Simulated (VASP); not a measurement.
Energy against volume of P (black). Method: PBE GGA with D3 dispersion (zero damping), VASP's PBE PAW potentials (set 64) (plane waves; VASP 6.6.1). Settings: 520 eV cut-off, 7×7×5 Γ-centred mesh, Gaussian smearing of 0.050 eV, potentials P.

Shape and ions are relaxed at each volume.

| V (Å³/atom) | E (eV/atom) |
|---|---|
| 18.723 | -5.54312 |
| 19.303 | -5.54472 |
| 19.882 | -5.54453 |
| 20.461 | -5.54252 |

Question: Fit these four points and predict the energy of the run at 18.144 Å³/atom.

Answer: A cubic in V^(−2/3), the third-order Birch-Murnaghan form, passes through the four points with V0 = 19.53 Å³/atom and B0 = 17 GPa, and gives -5.5398 eV/atom there. The run gave -5.5389 eV/atom, +0.9 meV/atom from the fit; all five points give B0 = 17 GPa.

The compound is P in the black structure. It was relaxed first.
